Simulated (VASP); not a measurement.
```
Ni3Sn
1.0
    2.58682    -4.48051     0.00000
    2.58682     4.48051     0.00000
    0.00000     0.00000     4.14900
Ni Sn
6 2
Direct
  0.84049   0.68098   0.25000
  0.15951   0.84049   0.75000
  0.31902   0.15951   0.25000
  0.15951   0.31902   0.75000
  0.84049   0.15951   0.25000
  0.68098   0.84049   0.75000
  0.33333   0.66667   0.25000
  0.66667   0.33333   0.75000
```

Computed with LDA (Ceperley-Alder, Perdew-Zunger), VASP's LDA PAW potentials (set 64) (plane waves; VASP). Run with 400 eV cut-off, 8×8×8 Γ-centred mesh, tetrahedra with Blöchl corrections, potentials Ni Sn_d.

Unless said otherwise, spin-orbit coupling is left out, though it shifts the bands of the heavy elements here.

### Question
Estimate the energy per atom (σ→0), band gap (on the k-mesh) with the smallest direct gap where there is one.

### Answer

The band gap (on the k-mesh) comes out as none (metal, semimetal or under 0.01 eV) and the energy per atom (σ→0) is -6.304 eV/atom.

The compound is Ni3Sn in the sg194 structure. It was relaxed first, which changed the volume by -7 %. The run is not spin-polarised, so no magnetic state was tried.
